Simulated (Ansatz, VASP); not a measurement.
# Cross-check of Ge (zigzag Ge chain) between VASP and Ansatz

One calculation is typed for both programs; each brings its own data sets. How far apart do they land? The structure shown is the start of the Ansatz relaxation below; VASP solves that cell, so the two are compared at the walk's first step.

Calculated with Ansatz 0.2.0; plane waves, with VASP 6.6.1 beside it; single point at PBE and single point at LDA.

### Step 1. Starting point

The cell holds 2 atoms: 2 Ge. Its edges and angles: a = 9.000 Å, b = 7.500 Å, c = 4.026 Å, α = 90.0°, β = 90.0°, γ = 90.0°. Vacuum lies along a and b. The structure's axis is c.

### Step 2. Ansatz: relaxation, PBE

Ansatz runs on its default PAW (the set named soft_2) files.

The two programs are compared at the cell with which this relaxation starts, whose forces are those of its first step.

Input file input.yaml:

```yaml
crystal:
  lattice:
    - [9.0, 0.0, 0.0]
    - [0.0, 7.5, 0.0]
    - [0.0, 0.0, 4.0262410234]
  atoms:
    - { symbol: Ge, position: [0.440533602, 0.5, 0.0] }
    - { symbol: Ge, position: [0.559466398, 0.5, 0.5] }
kpoints:
  mp_grid: { grid: [1, 1, 20] }
scf:
  occupations: { method: fermi_dirac, width: 0.05 }
hamiltonian:
  xc: pbe
relax:
  cell: { fix: [a, b, alpha, beta, gamma] }
  max_steps: 60
```

The run is started by

```sh
$ ansatz run input.yaml --threads 4 --pin off --max-ram 8192MiB --backend cpu --events-out ev --progress --plain --runs-dir out
```

Numbers of over 12 decimals in the logs are rounded to 6 here.

Log:

```text
Engine: ansatz 0.2.0, aarch64-unknown-linux-gnu
Pseudopotentials: kind: paw
Pseudopotential: Ge, paw, valence charge 14, recommended cutoff 420 eV (normal), Ge.paw.azcp
Functional definition: PBE
  parameter kappa = 0.804
  parameter beta = 0.066725
  exchange = pbe_x(kappa = kappa, mu = beta*pi^2/3)
  correlation = pbe_c(beta = beta)
Crystal: 2 atoms, lattice volume = 271.771 Å³
Basis set: ecut = 420 eV, 5335 PW (Γ), exchange–correlation on 128×108×54 points (8 copies of the dense FFT grid, shifted against one another)
Bands: 18, of which v1, the nominal top of the filled ones, is band 14 counted from 1 (13 counted from 0)
Symmetry: 8 space group operations
Space group: Pmma (ITA 51), of the structure as read, at distance tolerance 6.5e-5 Å
k-points: 11 of 20
Non-local potential: Ge, projectors of the file, l = 0: 2, l = 1: 2, l = 2: 3, l = 3: 1
PAW form: soft (Blöchl's): semilocal exchange-correlation on the pseudo side does not see the compensation charge
PAW one-centre angular grid: Ge, 590 points (default); XC on 64 Gauss nodes
Initial density: superposition of atomic densities (neutral atoms: chi_scale 0, normalization atom), corrected by the library's trained network
Initial wavefunctions: pseudopotential atomic-orbital guess
Functional: x = pbe(κ = 0.804, μ = 0.219515), c = pbe(β = 0.066725)
SCF iter   1: F=—  HF=-8587.529952 eV  |F-HF|=—  |Δ(HF+E_count)|=         —  Δρ=1.05e-3  dr2=4.27e-3  ethr=1.77e-3  ⟨swp⟩=6.3  Hψ=994  notcnv=0
preconditioner: auto → LDOS  [insulator: Δε(μ)=0.129 eV  Ē_g=7.502 eV  σ=0.050 eV  W_gap=0.57  n_scr=30 (ndim 8)  ℏωp=6.4 eV  f_vac=0.704  D(μ)=1.37/eV (n_scr^D=4)  ε∞_Penn≈1.7  β→1.0]
SCF iter   2: F=—  HF=-8587.535368 eV  |F-HF|=—  |Δ(HF+E_count)|=   5.42e-3  Δρ=5.42e-4  dr2=7.20e-4  ethr=1.52e-5  ⟨swp⟩=2.9  Hψ=499  notcnv=0
SCF iter   3: F=—  HF=-8587.535072 eV  |F-HF|=—  |Δ(HF+E_count)|=   2.97e-4  Δρ=2.00e-4  dr2=8.50e-5  ethr=2.57e-6  ⟨swp⟩=2.0  Hψ=392  notcnv=0
SCF iter   4: F=—  HF=-8587.535003 eV  |F-HF|=—  |Δ(HF+E_count)|=   6.88e-5  Δρ=5.88e-5  dr2=1.39e-5  ethr=3.04e-7  ⟨swp⟩=2.0  Hψ=353  notcnv=0
SCF iter   5: F=—  HF=-8587.535023 eV  |F-HF|=—  |Δ(HF+E_count)|=   2.08e-5  Δρ=1.76e-5  dr2=7.01e-7  ethr=4.96e-8  ⟨swp⟩=3.0  Hψ=355  notcnv=0
SCF iter   6: F=-8587.535024 eV  HF=-8587.535024 eV  |F-HF|=3.83e-8  |Δ(HF+E_count)|=   3.07e-7  Δρ=2.89e-6  dr2=2.81e-8  ethr=3.57e-10  ⟨swp⟩=4.8  Hψ=725  notcnv=0
SCF 1 converged in 6 iterations: F = -8587.535024 eV  dr2 = 2.81e-8
  greatest PAW one-centre occupation: 0.998 electrons in one spin orbital (limit 2), on the Ge atom at site 1 (counted from 0), in its partial waves of l = 2
relax step   1: F+E_penalty+E_count = -8587.53502384 eV  Δ(F+E_penalty+E_count) = +0.000e0 eV  max|allowed force component| = 1.037e0 eV/Å  Δτ_max = 0.0000 Å  P = +0.600 GPa  Ω = 271.771 Å³  fix = [a, b, alpha, beta, gamma]  reactions: a +0.688, b +0.172 GPa  (6 SCF iters, dr2 threshold 1.00e-7 eV, accepted)
[...]
relax step   2: F+E_penalty+E_count = -8587.62828159 eV  Δ(F+E_penalty+E_count) = -9.326e-2 eV  max|allowed force component| = 2.872e-1 eV/Å  Δτ_max = 0.0811 Å  P = +0.282 GPa  Ω = 267.938 Å³  energy of the carried Pulay correction = +1.048e-4 eV  fix = [a, b, alpha, beta, gamma]  reactions: a +0.250, b +0.173 GPa  (6 SCF iters, dr2 threshold 2.00e-7 eV, accepted)
[...]
relax step   3: F+E_penalty+E_count = -8587.63464482 eV  Δ(F+E_penalty+E_count) = -6.363e-3 eV  max|allowed force component| = 3.983e-2 eV/Å  Δτ_max = 0.0238 Å  P = +0.089 GPa  Ω = 268.196 Å³  energy of the carried Pulay correction = +9.775e-5 eV  fix = [a, b, alpha, beta, gamma]  reactions: a +0.009, b +0.176 GPa  (4 SCF iters, dr2 threshold 2.00e-7 eV, accepted)
[...]
relax step   4: F+E_penalty+E_count = -8587.63513903 eV  Δ(F+E_penalty+E_count) = -4.942e-4 eV  max|allowed force component| = 2.925e-3 eV/Å  Δτ_max = 0.0057 Å  P = +0.079 GPa  Ω = 269.145 Å³  energy of the carried Pulay correction = +7.168e-5 eV  fix = [a, b, alpha, beta, gamma]  reactions: a +0.041, b +0.175 GPa  (4 SCF iters, dr2 threshold 9.92e-8 eV, accepted)
[...]
relax step   5: F+E_penalty+E_count = -8587.63507348 eV  Δ(F+E_penalty+E_count) = +6.555e-5 eV  max|allowed force component| = 2.938e-3 eV/Å  Δτ_max = 0.0000 Å  P = +0.079 GPa  Ω = 269.145 Å³  fix = [a, b, alpha, beta, gamma]  reactions: a +0.042, b +0.175 GPa  stress off target by 2.08e-2 GPa on what of the cell is left free  SCF on the basis re-selected at this cell (its energy is not comparable with the rows above)  (6 SCF iters)
basis re-selected at this cell: Δ(F+E_penalty+E_count) = +6.555e-5 eV, ΔP = -0.000 GPa vs the last step (what re-selecting the basis moved, of the pressure what is left beyond the Pulay correction that the steps carried, after the strain that the cell walked since its last selection, with what the two solves' SCF thresholds leave and, on support functions, any second-order correction that the steps lacked; it is no m [...]
SCF converged after 6 iterations
Free energy (F): -8587.635073 eV
Harris-Foulkes:  -8587.635073 eV  (|F-HF|=9.09e-12)
Internal energy: -8587.627494 eV  (E = F + TS)
E sigma→0 (E₀):  -8587.631284 eV
Entropy (-TS):   -0.007580 eV (-3.790 meV/atom)
Fermi energy:    -2.409774 eV
--- Per-component energies (eV) ---
  E_band       = -586.986159
  E_kinetic    = 218.363484
  E_local      = -9155.829057  (includes V_loc(G=0)·N_el)
  E_nonlocal   = 831.620123
  E_hartree    = 4129.382200
  E_xc         = -148.219758
  E_vxc        = -124.818852  (∫ρ·V_xc dr)
  E_paw        = -4033.780585  (= ΣΔE_a)
  E_vpaw       = -615.086972  (= ΣTr[D̂ρ^β])
  E_aug_tail   = 0.000637  (compensation charges beyond the density's cutoff)
  E_ewald      = -429.164537
  E_smearing   = -0.007580  (= −TS)
  E_closure    = -0.000000  (closes the sum)
  Σ components = -8587.635073   (vs F -8587.635073, Δ=0.00e0)
--- Forces (eV/Å), atoms counted from 1 ---
  atom   1  Ge    -0.00293845     0.00000000    -0.00000000
  atom   2  Ge     0.00293845     0.00000000     0.00000000
  max |Σ_I F_I| component: 4.34e-19 eV/Å
--- Stress (GPa, compression-positive) ---
        0.041706       0.000000      -0.000000
        0.000000       0.174949      -0.000000
       -0.000000      -0.000000       0.020827
  P = ⅓ Tr σ = 0.0792 GPa (0.792 kbar)
--- Relaxed structure (4 steps of the walk, 4 accepted, 1 SCFs on fresh bases) ---
  F+E_penalty+E_count = -8587.63507348 eV   max|allowed force component| = 2.938e-3 eV/Å   (the final SCF, on the basis selected at the relaxed cell)
  cell:  # Å, volume = 269.1445 Å³
    - [9.0, 0.0, 0.0]
    - [0.0, 7.5, 0.0]
    - [0.0, 0.0, 3.987327]
  atoms:
    - { symbol: Ge, position: [0.429519, 0.5, 0.0] }
    - { symbol: Ge, position: [0.570481, 0.5, 0.500000] }
```

### Step 3. VASP: single point, PBE, start cell, pair 1

The same cell, functional, mesh and smearing now go to VASP, with its own data sets.

Lines of VASP's logs that name or quote its potential files are left out, and so is its time.

Input file INCAR:

```
SYSTEM = Ge
PREC = Accurate
ENCUT = 410
EDIFF = 1E-06
NELM = 120
ISMEAR = -1
SIGMA = 0.05
LREAL = .FALSE.
ALGO = Normal
GGA = PE
NBANDS = 20
LORBIT = 11
LWAVE = .FALSE.
LCHARG = .FALSE.
ISIF = 2
LASPH = .TRUE.
GGA_COMPAT = .FALSE.
EFERMI = MIDGAP
KPAR = 2
```

Input file POSCAR:

```
Ge
1.0
    9.0000000000      0.0000000000      0.0000000000
    0.0000000000      7.5000000000      0.0000000000
    0.0000000000      0.0000000000      4.0262410000
Ge
2
Direct
    0.4405335556      0.5000000000      0.0000000000
    0.5594664444      0.5000000000      0.5000001242
```

Input file KPOINTS:

```
Automatic mesh
0
Gamma
1 1 20
0 0 0
```

The projector-augmented-wave data sets are Ge_d (PBE family, release 64).

The run is started by

```sh
$ mpirun -np 2 vasp_std
```

Log:

```text
[banner, memory and clock lines left out]
running    2 mpi-ranks, on    1 nodes
 distrk:  each k-point on    1 cores,    2 groups
 distr:  one band on    1 cores,    1 groups

 POSCAR found type information on POSCAR Ge
 POSCAR found :  1 types and       2 ions
 LDA part: xc-table for (Slater+PW92), standard interpolation
 POSCAR, INCAR and KPOINTS ok, starting setup
 FFT: planning ... GRIDC
 FFT: planning ... GRID_SOFT
 FFT: planning ... GRID
 WAVECAR not read
 entering main loop
       N       E                     dE             d eps       ncg     rms          rms(c)
DAV:   1     0.147985447107E+03    0.14799E+03   -0.13267E+04   512   0.141E+03
DAV:   2     0.102965883351E+02   -0.13769E+03   -0.13441E+03   556   0.278E+02
DAV:   3    -0.618179675778E+01   -0.16478E+02   -0.16434E+02   588   0.115E+02
DAV:   4    -0.678199875130E+01   -0.60020E+00   -0.59988E+00   500   0.259E+01
DAV:   5    -0.681479049133E+01   -0.32792E-01   -0.32791E-01   640   0.566E+00    0.287E+00
DAV:   6    -0.668219617882E+01    0.13259E+00   -0.88205E-02   532   0.316E+00    0.165E+00
DAV:   7    -0.660272346710E+01    0.79473E-01   -0.22154E-01   496   0.400E+00    0.214E-01
DAV:   8    -0.660283102099E+01   -0.10755E-03   -0.28645E-02   488   0.203E+00    0.125E-01
DAV:   9    -0.660226325029E+01    0.56777E-03   -0.33658E-03   596   0.552E-01    0.638E-02
DAV:  10    -0.660283951436E+01   -0.57626E-03   -0.51767E-04   468   0.226E-01    0.259E-02
DAV:  11    -0.660296453098E+01   -0.12502E-03   -0.30273E-04   480   0.991E-02    0.198E-02
DAV:  12    -0.660364766612E+01   -0.68314E-03   -0.64665E-05   452   0.629E-02    0.749E-03
DAV:  13    -0.660379633198E+01   -0.14867E-03   -0.18680E-05   472   0.533E-02    0.501E-03
DAV:  14    -0.660393216342E+01   -0.13583E-03   -0.18823E-05   352   0.174E-02    0.169E-03
DAV:  15    -0.660393785984E+01   -0.56964E-05   -0.25755E-06   372   0.120E-02    0.133E-03
DAV:  16    -0.660394058175E+01   -0.27219E-05   -0.65473E-07   356   0.517E-03    0.668E-04
DAV:  17    -0.660394098088E+01   -0.39913E-06   -0.83166E-08   360   0.319E-03
   1 F= -.66039410E+01 E0= -.65990787E+01  d E =-.972453E-02
```

OUTCAR, selected parts (step 3):

```text
ion  position               nearest neighbor table
   1  0.441  0.500  0.000-   2 2.28   2 2.28
   2  0.559  0.500  0.500-   1 2.28   1 2.28

  LATTYP: Found a simple orthorhombic cell.
 ALAT       =     4.0262410000
 B/A-ratio  =     1.8627796995
 C/A-ratio  =     2.2353356394

 Subroutine GETGRP returns: Found  8 space group operations
 (whereof  4 operations were pure point group operations)

The static configuration has the point symmetry C_2v.
 The point group associated with its full space group is D_2h.

 Found     11 irreducible k-points:

   k-points           NKPTS =     11   k-points in BZ     NKDIM =     11   number of bands    NBANDS=     20

   dimension x,y,z NGX =    60 NGY =   50 NGZ =   28
   dimension x,y,z NGXF=   120 NGYF=  100 NGZF=   56

   ENCUT  =  410.0 eV  30.13 Ry    5.49 a.u.  14.86 12.38  6.65*2*pi/ulx,y,z

   NELECT =      28.0000    total number of electrons

 k-points in reciprocal lattice and weights: Automatic mesh
   0.00000000  0.00000000  0.00000000       0.050
   0.00000000  0.00000000  0.05000000       0.100
   0.00000000  0.00000000  0.10000000       0.100
   0.00000000  0.00000000  0.15000000       0.100
   0.00000000  0.00000000  0.20000000       0.100
   0.00000000  0.00000000  0.25000000       0.100
   0.00000000  0.00000000  0.30000000       0.100
   0.00000000  0.00000000  0.35000000       0.100
   0.00000000  0.00000000  0.40000000       0.100
   0.00000000  0.00000000  0.45000000       0.100
   0.00000000  0.00000000  0.50000000       0.050

 average (electrostatic) potential at core
       1 -82.1113       2 -82.1113

 E-fermi :  -3.0569

 k-point     1 :       0.0000    0.0000    0.0000
  band No.  band energies     occupation
    ...
     10     -27.2781      2.00000
     11     -13.6215      2.00000
     12      -6.9169      2.00000
     13      -4.9779      2.00000
     14      -4.5628      2.00000
     15      -1.6846      0.00000
     16      -1.3732      0.00000
     17       0.5829      0.00000
     18       0.8345      0.00000
     19       2.0017      0.00000
    ...

 k-point     2 :       0.0000    0.0000    0.0500
  band No.  band energies     occupation
    ...
     10     -27.2765      2.00000
     11     -13.5990      2.00000
     12      -6.9923      2.00000
     13      -5.0653      2.00000
     14      -4.5399      2.00000
     15      -1.4584      0.00000
     16      -1.3824      0.00000
     17       0.5617      0.00000
     18       0.8373      0.00000
     19       1.9807      0.00000
    ...

 k-point     3 :       0.0000    0.0000    0.1000
  band No.  band energies     occupation
    ...
     10     -27.2717      2.00000
     11     -13.5315      2.00000
     12      -7.2322      2.00000
     13      -5.2213      2.00000
     14      -4.4712      2.00000
     15      -1.4169      0.00000
     16      -0.8729      0.00000
     17       0.4905      0.00000
     18       0.8397      0.00000
     19       1.9240      0.00000
    ...

  Total        1.0506752      0.1777719      1.4399631      0.0000000      0.0000000      0.0000000
  in kB        6.1940616      1.0480213      8.4890365      0.0000000      0.0000000      0.0000000
  external PRESSURE =       5.2437065 kB  Pullay stress =       0.0000000 kB

  energy-cutoff  :      410.00
  volume of cell :      271.77
      direct lattice vectors                 reciprocal lattice vectors
     9.000000000  0.000000000  0.000000000     0.111111111  0.000000000  0.000000000
     0.000000000  7.500000000  0.000000000     0.000000000  0.133333333  0.000000000
     0.000000000  0.000000000  4.026241000     0.000000000  0.000000000  0.248370627

 POSITION                                       TOTAL-FORCE (eV/Angst)
 -----------------------------------------------------------------------------------
      3.96480      3.75000      0.00000        -1.031831      0.000000      0.000000
      5.03520      3.75000      2.01312         1.031831      0.000000      0.000000
 -----------------------------------------------------------------------------------
    total drift:                                0.000144      0.000000     -0.000185

  FREE ENERGIE OF THE ION-ELECTRON SYSTEM (eV)
  ---------------------------------------------------
  free  energy   TOTEN  =        -6.6039409809 eV

  energy  without entropy=       -6.5942164509  energy(sigma->0) =       -6.59907872

 total charge
# of ion       s       p       d       tot
------------------------------------------
    1        1.222   1.107   9.998  12.327
    2        1.222   1.107   9.998  12.327
--------------------------------------------------
tot          2.443   2.214  19.997  24.653

[... 3 further parts left out ...]
```

### Step 4. Comparison

Known differences besides the potentials themselves: the cutoff is 420 eV in Ansatz and 410 eV in VASP. Total energies have different zeros and are not compared.

Forces (eV/Å; atoms numbered as in POSCAR):

```csv
atom,"Ansatz x, y, z","VASP x, y, z"
Ge1,"-1.037, 0.000, 0.000","-1.032, 0.000, 0.000"
Ge2,"1.037, 0.000, 0.000","1.032, 0.000, 0.000"
```

The forces differ by 3.2 meV/Å r.m.s., which is 0.5 % of the r.m.s. force of 0.596 eV/Å (both taken over all components).

### Step 5. Ansatz: relaxation, PBE

The two programs are compared at the cell with which this relaxation starts, whose forces are those of its first step.

The structure compared here is the start of the Ansatz relaxation; VASP solves that cell, so the two are compared at the walk's first step.

input.yaml, the sections that differ from step 2:

```yaml
crystal:
  lattice:
    - [9.0, 0.0, 0.0]
    - [0.0, 7.5, 0.0]
    - [0.0, 0.0, 4.0262410234]
  atoms:
    - { symbol: Ge, position: [0.440533602, 0.5, 0.0], spin: 0.3 }
    - { symbol: Ge, position: [0.559466398, 0.5, 0.5], spin: 0.3 }
magnetization:
  spin_polarized: true
# kpoints, scf, hamiltonian, relax: as in step 2
```

The run is started by

```sh
$ ansatz run input.yaml --threads 4 --pin off --max-ram 8192MiB --backend cpu --events-out ev --progress --plain --runs-dir out
```

Log:

```text
[...]
Crystal: 2 atoms, lattice volume = 271.771 Å³
Basis set: ecut = 420 eV, 5335 PW (Γ), exchange–correlation on 128×108×54 points (8 copies of the dense FFT grid, shifted against one another)
Bands: 19, of which v1, the nominal top of the filled ones, is band 14 counted from 1 (13 counted from 0)
Symmetry: 8 space group operations
[...]
0.000000       0.174949       0.000000
        0.000000       0.000000       0.020743
  P = ⅓ Tr σ = 0.0791 GPa (0.791 kbar)
--- Relaxed structure (4 steps of the walk, 4 accepted, 1 SCFs on fresh bases) ---
[...]
cell:  # Å, volume = 269.1450 Å³
    - [9.0, 0.0, 0.0]
    - [0.0, 7.5, 0.0]
    - [0.0, 0.0, 3.987334]
  atoms:
    - { symbol: Ge, position: [0.429519, 0.5, 0.0] }
    - { symbol: Ge, position: [0.570481, 0.5, 0.5] }
[key lines of the parts left out:]
SCF converged after 7 iterations
Magnetization: -0.0000 μB (14.0000 up, 14.0000 down)
Free energy (F): -8587.635074 eV
Fermi energy:    -2.409777 eV
```

### Step 6. VASP: single point, PBE, start cell, pair 2

The same cell, functional, mesh and smearing now go to VASP, with its own data sets.

Input file INCAR:

```
SYSTEM = Ge
PREC = Accurate
ENCUT = 410
EDIFF = 1E-06
NELM = 200
ISMEAR = -1
SIGMA = 0.05
LREAL = .FALSE.
ALGO = Normal
GGA = PE
NBANDS = 21
ISPIN = 2
MAGMOM = 0 0
LORBIT = 11
LWAVE = .FALSE.
LCHARG = .FALSE.
ISIF = 2
LASPH = .TRUE.
GGA_COMPAT = .FALSE.
KPAR = 2
```

POSCAR is that of step 3.

KPOINTS is that of step 3.

The run is started by

```sh
$ mpirun -np 2 vasp_std
```

Log:

```text
[... set-up lines as in an earlier step ...]
 entering main loop
       N       E                     dE             d eps       ncg     rms          rms(c)
DAV:   1     0.154865521909E+03    0.15487E+03   -0.13192E+04  1067   0.135E+03
DAV:   2     0.130733313997E+02   -0.14179E+03   -0.13834E+03  1082   0.288E+02
DAV:   3    -0.596530260587E+01   -0.19039E+02   -0.18983E+02  1230   0.118E+02
DAV:   4    -0.676974977117E+01   -0.80445E+00   -0.80408E+00  1078   0.282E+01
[...]
DAV:  15    -0.660390658181E+01   -0.63651E-04   -0.39600E-06   788   0.127E-02    0.254E-03
DAV:  16    -0.660393811420E+01   -0.31532E-04   -0.76236E-06   778   0.139E-02    0.113E-03
DAV:  17    -0.660393873844E+01   -0.62424E-06   -0.25791E-07   820   0.517E-03
   1 F= -.66039387E+01 E0= -.65990781E+01  d E =-.972133E-02  mag=    -0.0000
```

OUTCAR, selected parts (step 6):

```text
  Total        1.0580473      0.1871577      1.4419387      0.0000000      0.0000000      0.0000000
  in kB        6.2375222      1.1033538      8.5006832      0.0000000      0.0000000      0.0000000
  external PRESSURE =       5.2805197 kB  Pullay stress =       0.0000000 kB

 POSITION                                       TOTAL-FORCE (eV/Angst)
 -----------------------------------------------------------------------------------
      3.96480      3.75000      0.00000        -1.032027      0.000000      0.000000
      5.03520      3.75000      2.01312         1.032027      0.000000      0.000000
 -----------------------------------------------------------------------------------
    total drift:                                0.000144      0.000000     -0.000185

  FREE ENERGIE OF THE ION-ELECTRON SYSTEM (eV)
  ---------------------------------------------------
  free  energy   TOTEN  =        -6.6039387384 eV

  energy  without entropy=       -6.5942174075  energy(sigma->0) =       -6.59907807

 magnetization (x)
# of ion       s       p       d       tot
------------------------------------------
    1        0.000  -0.000  -0.000  -0.000
    2        0.000  -0.000  -0.000  -0.000
--------------------------------------------------
tot          0.000  -0.000  -0.000  -0.000

[... 1 part as in an earlier step ...]

[... 2 further parts left out ...]
[key lines of the parts left out:]
E-fermi :  -3.0570
```

### Step 7. Comparison

Forces (eV/Å; atoms numbered as in POSCAR):

```csv
atom,"Ansatz x, y, z","VASP x, y, z"
Ge1,"-1.037, 0.000, 0.000","-1.032, 0.000, 0.000"
Ge2,"1.037, 0.000, 0.000","1.032, 0.000, 0.000"
```

The forces differ by 3.1 meV/Å r.m.s., which is 0.5 % of the r.m.s. force of 0.596 eV/Å (both taken over all components). Moments aren't recorded for both runs of this pair, so they may hold unlike magnetic states.

(Continued in part 2 of 2.)

[Lines on the potential files, build, host, timing and source positions are cut from VASP's logs without a mark.]

[Logs are printed without paths, hosts, clocks, repeated set-up lines and the standing remarks that a program may print on its own settings, such as how far it seeks lower states.]

[Hosts, paths, dates, database ids (printed as entryN), source tags and the programs' standing remarks are cut or masked in the printed files.]
